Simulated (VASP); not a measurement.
Data:

```yaml
crystal:
  lattice:
    - [0.00000, 3.18423, 3.18423]
    - [3.18423, 0.00000, 3.18423]
    - [3.18423, 3.18423, 0.00000]
  atoms:
    - { symbol: Sn, position: [0.00000, 0.00000, 0.00000] }
    - { symbol: Te, position: [0.50000, 0.50000, 0.50000] }
```

Calculation: rev-vdW-DF2, VASP's PBE PAW potentials (set 64) (plane waves; VASP). Numerical set-up: 520 eV cut-off, 8×8×8 Γ-centred mesh, tetrahedra with Blöchl corrections, potentials Sn_d Te.

Unless said otherwise, spin-orbit coupling is left out, though it shifts the bands of the heavy elements here.

**Question.** Predict the energy per atom (σ→0), band gap (on the k-mesh) with the smallest direct gap where there is one.

**Answer.** 
- band gap (on the k-mesh): 0.02 eV
- smallest direct gap (on the k-mesh): 0.02 eV
- energy per atom (σ→0): -1.552 eV/atom

Only differences to runs with the same potentials and settings are physical.

The compound is SnTe in the rock salt structure, which distorts at low temperature. It was relaxed first.
